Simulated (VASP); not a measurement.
Output of a VASP run:

OUTCAR:
```
 ion  position               nearest neighbor table
   1  0.000  0.000  0.000-
   2  0.500  0.500  0.500-
  LATTYP: Found a face centered cubic cell.
 ALAT       =     5.6889315050
 Subroutine PRICEL returns:
 Original cell was already a primitive cell.
 Subroutine GETGRP returns: Found 48 space group operations
The static configuration has the point symmetry O_h .
The dynamic configuration has the point symmetry O_h .
 Subroutine INISYM returns: Found 48 space group operations
 Subroutine IBZKPT returns following result:
 Found     20 irreducible k-points:

 Following reciprocal coordinates:
            Coordinates               Weight
  0.000000  0.000000  0.000000      1.000000
  0.142857  0.000000  0.000000      8.000000
  0.285714  0.000000  0.000000      8.000000
  0.428571  0.000000  0.000000      8.000000
  0.142857  0.142857  0.000000      6.000000
  0.285714  0.142857  0.000000     24.000000
  0.428571  0.142857  0.000000     24.000000
 -0.428571  0.142857  0.000000     24.000000
 -0.285714  0.142857  0.000000     24.000000
 -0.142857  0.142857  0.000000     12.000000
  0.285714  0.285714  0.000000      6.000000
  0.428571  0.285714  0.000000     24.000000
 -0.428571  0.285714  0.000000     24.000000
 -0.285714  0.285714  0.000000     12.000000
  0.428571  0.428571  0.000000      6.000000
 -0.428571  0.428571  0.000000     12.000000
  0.428571  0.285714  0.142857     24.000000
 -0.428571  0.285714  0.142857     48.000000
 -0.428571  0.428571  0.142857     24.000000
 -0.285714  0.428571  0.142857     24.000000
   k-points           NKPTS =     20   k-points in BZ     NKDIM =     20   number of bands    NBANDS=     11
   number of dos      NEDOS =    301   number of ions     NIONS =      2
   total plane-waves  NPLWV =  27000
   dimension x,y,z NGX =    30 NGY =   30 NGZ =   30
   dimension x,y,z NGXF=    60 NGYF=   60 NGZF=   60
   ions per type =               1   1
   PREC   = accura    normal or accurate (medium, high low for compatibility)
   ISTART =      0    job   : 0-new  1-cont  2-samecut
   ICHARG =      2    charge: 1-file 2-atom 10-const
   ISPIN  =      1    spin polarized calculation?
   LNONCOLLINEAR =      F non collinear calculations
   LSORBIT =      F    spin-orbit coupling
   INIWAV =      1    electr: 0-lowe 1-rand  2-diag
   ENCUT  =  520.0 eV  38.22 Ry    6.18 a.u.   7.48  7.48  7.48*2*pi/ulx,y,z
   NELM   =    100;   NELMIN=  2; NELMDL= -5     # of ELM steps
   EDIFF  = 0.1E-05   stopping-criterion for ELM
   LREAL  =      F    real-space projection
   NLSPLINE    = F    spline interpolate recip. space projectors
   LMAXMIX     =    2 max onsite mixed and CHGCAR
   VOSKOWN=      0    Vosko Wilk Nusair interpolation
   EDIFFG = 0.1E-04   stopping-criterion for IOM
   NSW    =      0    number of steps for IOM
   NBLOCK =      1;   KBLOCK =      1    inner block; outer block
   IBRION =     -1    ionic relax: 0-MD 1-quasi-New 2-CG
   NFREE  =      0    steps in history (QN), initial steepest desc. (CG)
   ISIF   =      2    stress and relaxation
   ISYM   =      2    0-nonsym 1-usesym 2-fastsym
   TEIN   =    0.0    initial temperature
   TEBEG  =    0.0;   TEEND  =   0.0 temperature during run
   SMASS  =  -3.00    Nose mass-parameter (am)
   PSTRESS=    0.0 pullay stress
   NELECT =      14.0000    total number of electrons
   EFERMI =   0.00;   METHOD = LEGACY
   ISMEAR =     0;   SIGMA  =   0.05  broadening in eV -4-tet -1-fermi 0-gaus
   IALGO  =     38    algorithm
   LDIAG  =      T    sub-space diagonalisation (order eigenvalues)
   IMIX   =      4    mixing-type and parameters
     AMIX     =   0.40;   BMIX     =  1.00
     AMIX_MAG =   1.60;   BMIX_MAG =  1.00
     AMIN     =   0.10
   GGA     = PE    functional components
   VOSKOWN =     0    Vosko Wilk Nusair interpolation
   LHFCALC =     F    Hartree Fock is set to
   LHFONE  =     F    Hartree Fock one center treatment
...
```

**OSZICAR**
```
       N       E                     dE             d eps       ncg     rms          rms(c)
DAV:   1     0.962038207996E+02    0.96204E+02   -0.74213E+03   440   0.126E+03
DAV:   2     0.132277503497E+01   -0.94881E+02   -0.88990E+02   518   0.280E+02
DAV:   3    -0.679614066244E+01   -0.81189E+01   -0.80720E+01   533   0.813E+01
DAV:   4    -0.697720150640E+01   -0.18106E+00   -0.18091E+00   502   0.139E+01
DAV:   5    -0.698114193734E+01   -0.39404E-02   -0.39400E-02   566   0.192E+00    0.214E+00
DAV:   6    -0.678366037523E+01    0.19748E+00   -0.40080E-01   503   0.418E+00    0.161E+00
DAV:   7    -0.677185865532E+01    0.11802E-01   -0.92245E-02   531   0.203E+00    0.108E+00
DAV:   8    -0.677774320907E+01   -0.58846E-02   -0.99782E-03   458   0.106E+00    0.248E-01
DAV:   9    -0.677769016103E+01    0.53048E-04   -0.19735E-04   545   0.138E-01    0.137E-01
DAV:  10    -0.677784719444E+01   -0.15703E-03   -0.33758E-04   464   0.162E-01    0.515E-02
DAV:  11    -0.677783916277E+01    0.80317E-05   -0.18902E-05   518   0.430E-02    0.107E-02
DAV:  12    -0.677783952408E+01   -0.36130E-06   -0.17758E-06   464   0.142E-02
   1 F= -.67778395E+01 E0= -.67778395E+01  d E =-.290528E-14
```

**OUTCAR**
```
------------------------ aborting loop because EDIFF is reached ----------------------------------------
  FORCE on cell =-STRESS in cart. coord.  units (eV):
  Direction    XX          YY          ZZ          XY          YZ          ZX
  --------------------------------------------------------------------------------------
  Total        0.0162063      0.0162063      0.0162063     -0.0000000     -0.0000000      0.0000000
  in kB        0.5641071      0.5641071      0.5641071     -0.0000000     -0.0000000      0.0000000
  external PRESSURE =       0.5641071 kB  Pullay stress =       0.0000000 kB
  volume of cell :       46.03
      direct lattice vectors                 reciprocal lattice vectors
     0.000000000  2.844465753  2.844465753    -0.175779933  0.175779933  0.175779933
     2.844465753  0.000000000  2.844465753     0.175779933 -0.175779933  0.175779933
     2.844465753  2.844465753  0.000000000     0.175779933  0.175779933 -0.175779933
  FREE ENERGIE OF THE ION-ELECTRON SYSTEM (eV)
  ---------------------------------------------------
  free  energy   TOTEN  =        -6.7778395241 eV

  energy  without entropy=       -6.7778395241  energy(sigma->0) =       -6.77783952
```
(Selected blocks of OUTCAR.)

**POSCAR**
```
NaCl
1
    0.0000000000     2.8444657525     2.8444657525
    2.8444657525     0.0000000000     2.8444657525
    2.8444657525     2.8444657525     0.0000000000
Na Cl
1 1
Direct
  0.0000000000   0.0000000000   0.0000000000
  0.5000000000   0.5000000000   0.5000000000
```

### Question
Write an INCAR and KPOINTS that could have produced this output.

### Answer
Several could match; the one computed here: the input of the run itself, PBE GGA, plane waves, VASP's PBE PAW potentials (set 64).

File KPOINTS:
```
Automatic mesh
0
Gamma
7 7 7
0 0 0
```

**INCAR**
```
SYSTEM = NaCl
PREC = Accurate; ENCUT = 520; LREAL = F
LASPH = T
EDIFF = 1E-6; NELM = 100; ALGO = Normal
ISMEAR = 0; SIGMA = 0.05
GGA = PE
LWAVE = F; LCHARG = T
```

POTCAR, in this order: Na_pv Cl (PBE.64 set). Program: vasp_std.

The compound is NaCl in the rock salt structure. It was relaxed first.
